Q: I know the bulk modulus of a metal as the pressure per relative change in volume, for small changes. If I have it for rhodium, may I scale it up to a volume change of several per cent?

A: The table below lets us test that. It holds density-functional results for non-magnetic, face-centred cubic rhodium, squeezed and stretched uniformly. The volume $V$ is given per atom, and the shortest distance $d$ is that between neighbouring atoms. A positive pressure $P$ means that the crystal is held in compression; a negative one means that it is being pulled apart.

Face-centred cubic rhodium in a one-atom cell at fixed volumes, calculated with VASP 6.6.1 using the PBE functional and the Rh_pv PAW potential, without spin polarisation. The plane-wave cutoff is 520 eV, the k-point mesh 18 × 18 × 18, and the first-order Methfessel–Paxton smearing 0.2 eV wide. Pressure is positive in compression.

```
volume (Å³/atom)  shortest distance (Å)  pressure (GPa)
          12.778                  2.624           31.08
          13.199                  2.653           18.81
          13.620                  2.681            8.54
          14.041                  2.708            0.02
          14.463                  2.735           -7.03
          14.884                  2.761          -12.89
          15.305                  2.787          -17.70
```

The row at 14.041 Å³ is practically free of pressure. Its two nearest neighbours in the table give a bulk modulus $B_0$ of 259 GPa. Scaling up, as you propose, means using

$$P = B_0\,\frac{V_0-V}{V_0},$$

where $V_0$ is the volume at zero pressure.

Q: And how does it do at the ends of the table?

A: Badly, and in a telling way. At 12.778 Å³ the volume is 9% below equilibrium, and the linear law predicts 23.3 GPa. The calculation gives 31.1 GPa, so a quarter of the pressure is missing. At 15.305 Å³, 9% above equilibrium, the law predicts a pull of 23.3 GPa, but the crystal needs only 17.7 GPa. The same law is too soft in compression and too stiff in tension.

Q: Could I have seen this without working out a modulus first?

A: Yes. A linear law gives equal and opposite pressures for equal changes of volume up and down, whatever its slope, so each such pair should add up to zero. After correction for the tiny pressure of the middle row, the pairs at 3, 6 and 9% add up to 1.5, 5.9 and 13.3 GPa. These sums stand nearly as 1 : 4 : 9, the squares of the volume changes. The law therefore lacks a quadratic term, and no better choice of modulus can supply it.

Q: Yet if I take the slope between the two outermost rows, I get a sensible modulus.

A: You get 271 GPa, close to the value from the inner rows, because the quadratic term cancels between the two sides. That agreement hides the failure. Use one side only and it shows: the most compressed row suggests 345 GPa, the most expanded one 197 GPa. A modulus from a symmetric pair describes the crystal near equilibrium and is a poor guide to the pressure at either end.

Q: Might the calculated pressures themselves be at fault?

A: The energies of the same runs offer a separate test. Under a linear law the energy is a parabola in volume, and the two end rows, lying equally far from equilibrium, would have the same energy. In fact the compressed one lies higher by 0.036 eV per atom. Spread over the volume between them, this is a mean pressure of 2.3 GPa, where the linear law gives almost zero. Averaged over the volume by Simpson's rule, the listed pressures come out only about 0.08 GPa lower; an incomplete plane-wave basis would act in this direction, though no run here tests it.

Q: Then why does the metal stiffen when squeezed and soften when stretched?

A: Rhodium is held together largely by its d electrons, whose orbitals overlap with those of the neighbours. Against this stands a repulsion from the squeezed s and p electrons and from the overlap with the ion cores, which rises more steeply as atoms approach. At equilibrium the two balance. In compression the steep repulsion takes over, so each further step costs more. In expansion both fade, and with them the stiffness.

The calculation shows part of this directly. At the centre of the Brillouin zone the d levels form two groups, 2.2 eV apart at 13.199 Å³ and 1.8 eV apart at 14.884 Å³. A neighbour distance only 4% longer thus reduces the splitting by about a sixth, as expected of orbital overlap that decays quickly. The balance between attraction and repulsion is argued from theory, since the runs give only their total pressure.

Q: Perhaps volume is just the wrong variable. Would ordinary springs between the atoms do better?

A: Somewhat. Let the energy grow as the square of the change in neighbour distance, and write $y=d/d_0$, with $d_0$ the distance at equilibrium. Since volume goes as $d^3$, the pressure $-\mathrm{d}E/\mathrm{d}V$ becomes

$$P_\mathrm{spring} = 3B_0\,\frac{1-y}{y^2}.$$

For the most compressed row this gives 25.7 GPa, still far short of 31.1 GPa. Geometry accounts for roughly a third of the error at either end. The rest comes from the spring itself, which changes its stiffness with length.

Q: What would a more realistic spring look like?

A: One that softens as it is stretched, until in the end its force dies away. A simple binding curve with this property is $-(1+a)\,e^{-a}$, where $a$ measures the stretch beyond equilibrium. Its slope is $a\,e^{-a}$: the force of an ordinary spring times an exponential. For the crystal this leads to the Vinet equation,

$$P = P_\mathrm{spring}\,\exp\!\left[\tfrac{3}{2}(B'-1)(1-y)\right],$$

where $B'$ tells how fast the bulk modulus rises with pressure. The three inner rows fix all the constants, with $B'$ about 5.3.

Q: Please work it out for the compressed row.

A: That row had no part in fixing the constants, so it is a fair test. Its neighbour distance is 2.624 Å against 2.708 Å at equilibrium, so $1-y$ is 0.031. The exponent is $1.5\times4.3\times0.031=0.20$, and the exponential is 1.22. Multiplying the spring pressure of 25.7 GPa by it gives about 31 GPa, as calculated.

In the most expanded row the exponential is 0.83, and it lowers the pull from 21.4 GPa to about 17.7 GPa, again close to the calculated value. So the same exponential factor repairs both ends, raising the pressure on one side and weakening the pull on the other. The printed output after this text shows that all four outer rows are met to about 0.2 GPa. A Birch–Murnaghan equation with the same constants does nearly as well, so the table confirms the curvature but doesn't single out the exponential form.

Q: When should I stop trusting the linear law?

A: Call the relative compression $x=(V_0-V)/V_0$ and keep the first term beyond the linear one:

$$P \approx B_0\,x\left[1+\tfrac{1}{2}(B'+1)\,x\right].$$

With $B'$ near 5.3 the factor in front of $x$ is about 3. The relative correction is then roughly three times the relative change in volume: about a tenth at 3%, more than a quarter at 9%. The modulus $B_0$ doesn't enter this ratio. At a given relative change in volume, a stiff metal is therefore no more linear than a soft one with the same $B'$. At a given pressure it is, because it is compressed less. What counts besides is how quickly the stiffness changes with pressure: for the same change in volume, a solid with a larger $B'$ leaves the linear range sooner.

Q: If I use the curved law, do I get the right pressure for a real piece of rhodium?

A: Not quite, because a second failure lies beneath the first, and no comparison among these rows can reveal it. The PBE functional makes the rhodium cell too large, by roughly 2% in volume if I recall the measured value rightly. At that smaller volume, where the real metal is free of pressure, the Vinet equation fitted above puts the PBE pressure at some 5 to 6 GPa. A likely reason is PBE's gradient correction to exchange, which suits the energies of free atoms but is too strong for the more slowly varying densities in many solids. The runs leave out zero-point and thermal motion, but these would normally expand the cell further and so widen the gap.

The two failures look different. The error from the missing curvature vanishes at equilibrium and grows as the square of the volume change, so the table itself exposes it. The error of the functional shifts the equilibrium itself, and it takes a measured volume to see it. For a real sample it therefore helps to work with the volume relative to equilibrium, measured against measured or calculated against calculated, and never to mix the two.



Output of the analysis:

```
equilibrium volume in Å³: 14.04
bulk modulus from the inner rows in GPa: 259.4
pressure derivative of the modulus from the inner rows: 5.291
changes and predicted pressures in GPa:
     row  volume change %  distance change %  linear in volume  quadratic bond energy   Vinet
  12.778           -8.995             -3.102             23.35                  25.65    31.3
  13.199           -5.997             -2.031             15.57                  16.56   18.89
   13.62           -2.998             -0.997             7.796                  8.037   8.578
  14.041                0                  0              0.02                   0.02    0.02
  14.463            3.005              0.997            -7.774                 -7.548  -7.082
  14.884            6.004              1.957            -15.55                 -14.67  -12.93
  15.305            9.002              2.917            -23.33                  -21.4  -17.74
predicted less computed pressure in GPa:
     row  linear in volume  quadratic bond energy      Vinet  Birch-Murnaghan
  12.778            -7.733                 -5.431     0.2229           0.3274
  13.199            -3.238                 -2.246     0.0811           0.1083
   13.62           -0.7442                -0.5029    0.03805          0.04107
  14.041         1.288e-14              1.542e-06  4.852e-06        4.852e-06
  14.463           -0.7442                -0.5177   -0.05212         -0.05447
  14.884             -2.66                 -1.779   -0.04025         -0.05696
  15.305            -5.626                 -3.695   -0.03837         -0.08869
sum of pressures at equal up and down changes less twice the middle one in GPa:
     row  pair sum  relative to inner pair
  12.778     13.34                   9.075
  13.199      5.88                       4
   13.62      1.47                       1
  14.041         0                       0
  14.463         0                       0
  14.884         0                       0
  15.305         0                       0
modulus from the most compressed row alone in GPa: 345.3
modulus from the most expanded row alone in GPa: 196.8
modulus from the outermost pair in GPa: 271.1
largest and first stepwise modulus in GPa: 378.5
smallest and last stepwise modulus in GPa: 172.5
mean pressure over the range from free energies in GPa: 2.313
mean pressure from free energies less that from stresses in GPa: 0.08162
rough PBE pressure at a 2 percent smaller volume in GPa: 5.526
```
